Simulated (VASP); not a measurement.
Computed with PBE GGA, VASP's PBE PAW potentials (set 64) (plane waves; VASP).

The input files of a VASP run:

### INCAR
```
SYSTEM = Ta
PREC = Accurate
ENCUT = 480
EDIFF = 1E-6
NELM = 100
ALGO = Normal
LREAL = .FALSE.
LASPH = .TRUE.
ISMEAR = 1
SIGMA = 0.1
GGA = PE
LMAXMIX = 6
LWAVE = .FALSE.
LCHARG = .FALSE.
IBRION = 2
ISIF = 3
NSW = 60
EDIFFG = -0.01
```

### KPOINTS
```
K-points
0
gamma
 14 14 14
```

File POSCAR:
```
Ta
1.0
 -1.6500000000   1.6500000000   1.6500000000
  1.6500000000  -1.6500000000   1.6500000000
  1.6500000000   1.6500000000  -1.6500000000
Ta
1
Cartesian
  0.0000000000   0.0000000000   0.0000000000
```

POTCAR, in this order: Ta_pv (PBE.64 set). Program: vasp_std.

The resulting files:

OUTCAR:
```
 ion  position               nearest neighbor table
   1  0.000  0.000  0.000-
  LATTYP: Found a body centered cubic cell.
 ALAT       =     3.3000000000
 Subroutine PRICEL returns:
 Original cell was already a primitive cell.
 Subroutine GETGRP returns: Found 48 space group operations
The static configuration has the point symmetry O_h .
The dynamic configuration has the point symmetry O_h .
 Subroutine INISYM returns: Found 48 space group operations
 Subroutine IBZKPT returns following result:
 Found    104 irreducible k-points:

 Following reciprocal coordinates:
            Coordinates               Weight
  0.000000  0.000000  0.000000      1.000000
  0.071429  0.000000  0.000000     12.000000
  0.142857  0.000000  0.000000     12.000000
  0.214286  0.000000  0.000000     12.000000
  0.285714  0.000000  0.000000     12.000000
  0.357143  0.000000  0.000000     12.000000
  0.428571  0.000000  0.000000     12.000000
  0.500000  0.000000  0.000000      6.000000
  0.071429  0.071429  0.000000     24.000000
  0.142857  0.071429  0.000000     48.000000
  0.214286  0.071429  0.000000     48.000000
  0.285714  0.071429 -0.000000     48.000000
  0.357143  0.071429  0.000000     48.000000
  0.428571  0.071429  0.000000     48.000000
  0.142857  0.142857  0.000000     24.000000
  0.214286  0.142857 -0.000000     48.000000
  0.285714  0.142857  0.000000     48.000000
  0.357143  0.142857 -0.000000     48.000000
  0.428571  0.142857 -0.000000     24.000000
  0.214286  0.214286  0.000000     24.000000
  0.285714  0.214286 -0.000000     48.000000
  0.357143  0.214286  0.000000     48.000000
  0.285714  0.285714  0.000000     24.000000
  0.357143  0.285714 -0.000000     24.000000
  0.071429  0.071429  0.071429      8.000000
...
```

OSZICAR:
```
       N       E                     dE             d eps       ncg     rms          rms(c)
DAV:   1     0.418643585676E+02    0.41864E+02   -0.63122E+03  1880   0.110E+03
DAV:   2    -0.116346341286E+02   -0.53499E+02   -0.52655E+02  2439   0.235E+02
DAV:   3    -0.122662287799E+02   -0.63159E+00   -0.61109E+00  2156   0.250E+01
DAV:   4    -0.122698351292E+02   -0.36063E-02   -0.36025E-02  2068   0.167E+00
DAV:   5    -0.122698602178E+02   -0.25089E-04   -0.25087E-04  2124   0.121E-01    0.136E+01
DAV:   6    -0.119230891569E+02    0.34677E+00   -0.39027E-01  1942   0.764E+00    0.667E+00
DAV:   7    -0.118168419779E+02    0.10625E+00   -0.31595E-01  1965   0.653E+00    0.392E-01
DAV:   8    -0.118154426009E+02    0.13994E-02   -0.16894E-03  2098   0.516E-01    0.848E-02
DAV:   9    -0.118154622848E+02   -0.19684E-04   -0.10272E-04  2050   0.134E-01    0.345E-02
DAV:  10    -0.118154568551E+02    0.54297E-05   -0.36318E-06  1992   0.299E-02    0.886E-03
DAV:  11    -0.118154574954E+02   -0.64034E-06   -0.49488E-08   983   0.322E-03
   1 F= -.11815457E+02 E0= -.11815559E+02  d E =-.118155E+02
       N       E                     dE             d eps       ncg     rms          rms(c)
DAV:   1    -0.120270709128E+02   -0.21161E+00   -0.76959E+00  1903   0.410E+01    0.411E+00
DAV:   2    -0.118386250457E+02    0.18845E+00   -0.28115E-01  1908   0.639E+00    0.140E+00
DAV:   3    -0.117978219923E+02    0.40803E-01   -0.13927E-01  1935   0.439E+00    0.531E-01
DAV:   4    -0.117985079466E+02   -0.68595E-03   -0.16542E-03  2107   0.464E-01    0.737E-02
DAV:   5    -0.117985324028E+02   -0.24456E-04   -0.63490E-05  2023   0.791E-02    0.305E-02
DAV:   6    -0.117985328368E+02   -0.43409E-06   -0.10336E-06  1717   0.138E-02
   2 F= -.11798533E+02 E0= -.11798610E+02  d E =0.169247E-01
       N       E                     dE             d eps       ncg     rms          rms(c)
DAV:   1    -0.119324968127E+02   -0.13396E+00   -0.36662E+00  1899   0.273E+01    0.297E+00
DAV:   2    -0.118402627583E+02    0.92234E-01   -0.12606E-01  1906   0.454E+00    0.100E+00
DAV:   3    -0.118186932056E+02    0.21570E-01   -0.71836E-02  1938   0.326E+00    0.438E-01
DAV:   4    -0.118190995738E+02   -0.40637E-03   -0.83404E-04  2115   0.328E-01    0.421E-02
DAV:   5    -0.118190920864E+02    0.74875E-05   -0.10249E-04  1949   0.120E-01    0.235E-02
DAV:   6    -0.118190914880E+02    0.59836E-06   -0.20165E-06  1906   0.186E-02
   3 F= -.11819091E+02 E0= -.11819121E+02  d E =-.363399E-02
```

**OUTCAR**
```
------------------------ aborting loop because EDIFF is reached ----------------------------------------
  FORCE on cell =-STRESS in cart. coord.  units (eV):
  Direction    XX          YY          ZZ          XY          YZ          ZX
  --------------------------------------------------------------------------------------
  Total       -0.0050653     -0.0050653     -0.0050653     -0.0000000      0.0000000      0.0000000
  in kB       -0.4436901     -0.4436901     -0.4436901     -0.0000000      0.0000000      0.0000000
  external PRESSURE =      -0.4436901 kB  Pullay stress =       0.0000000 kB
  volume of cell :       18.29
      direct lattice vectors                 reciprocal lattice vectors
    -1.659814713  1.659814713  1.659814713     0.000000000  0.301238443  0.301238443
     1.659814713 -1.659814713  1.659814713     0.301238443  0.000000000  0.301238443
     1.659814713  1.659814713 -1.659814713     0.301238443  0.301238443  0.000000000
 POSITION                                       TOTAL-FORCE (eV/Angst)
 -----------------------------------------------------------------------------------
      0.00000      0.00000      0.00000         0.000000      0.000000     -0.000000
 -----------------------------------------------------------------------------------
    total drift:                               -0.000000      0.000000      0.000000
  FREE ENERGIE OF THE ION-ELECTRON SYSTEM (eV)
  ---------------------------------------------------
  free  energy   TOTEN  =       -11.8190914880 eV

  energy  without entropy=      -11.8191813949  energy(sigma->0) =      -11.81912146

 reached required accuracy - stopping structural energy minimisation
```
(Selected blocks of OUTCAR.)

### CONTCAR
```
Ta
   1.00000000000000
    -1.6598147132993746    1.6598147132993746    1.6598147132993746
     1.6598147132993746   -1.6598147132993746    1.6598147132993746
     1.6598147132993746    1.6598147132993746   -1.6598147132993746
  Ta
     1
Direct
     0.0000000000000000    0.0000000000000000    0.0000000000000000
```

The compound is Ta in the bcc structure. This run relaxes it. Symmetry was kept, so distortions that lower it aren't found.
